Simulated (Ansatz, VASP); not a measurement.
**Two plane-wave programs on HfSn2S6**

```
Hf Sn S
1.0
     3.68433    0.00000    0.00000
    -1.84217    3.19073    0.00000
     0.00000    0.00000   20.41665
Hf Sn S
1 2 6
Cartesian
  0.0000 0.0000 0.0000
  0.0000 0.0000 13.6419
  0.0000 0.0000 6.7748
  0.0000 2.1272 15.1269
  0.0000 2.1272 1.4312
  0.0000 2.1272 8.2598
  1.8422 1.0636 18.9854
  1.8422 1.0636 5.2897
  1.8422 1.0636 12.1569
```

Alike in both runs: task single point; functional PBE; k mesh 6 × 6 × 1; occupations gaussian, width 0.1 eV; no spin polarisation.

|  | VASP | Ansatz |
| --- | --- | --- |
| version | VASP 6.6.1 | Ansatz 0.2.0 |
| potentials or method | VASP PAW PBE potentials, release 64 (Hf_pv, Sn_d, S) | scalar-relativistic, plane waves, PAW |
| plane-wave cutoff (eV) | 520 | 420 |
| valence electrons in the cell | 74 | 90 |

Ansatz gave:

```
gap on the k mesh at the Fermi level (eV)       : 1.22
least direct gap on the mesh (eV)               : 1.78
pressure (GPa)                                  : 0.1
largest component of the traceless stress (GPa) : 0.07
rms of the force components (eV/Å)              : 0.006
```

Problem. Estimate VASP's values.

Solution. gap on the k mesh at the Fermi level (eV): 1.24; least direct gap on the mesh (eV): 1.78; pressure (GPa): -0.2; largest component of the traceless stress (GPa): 0.03; rms of the force components (eV/Å): 0.021.

Atom by atom the forces differ by 0.018 eV/Å (rms over components). The two sets of potentials don't hold the same shells in valence.

Caveats: spin-orbit coupling is left out, which moves the levels of the heavy elements; an odd mesh through Γ misses points on the zone boundary, where band edges often lie; this functional lacks dispersion, which binds the layers, so the pressure and a relaxed spacing across them are unreliable.
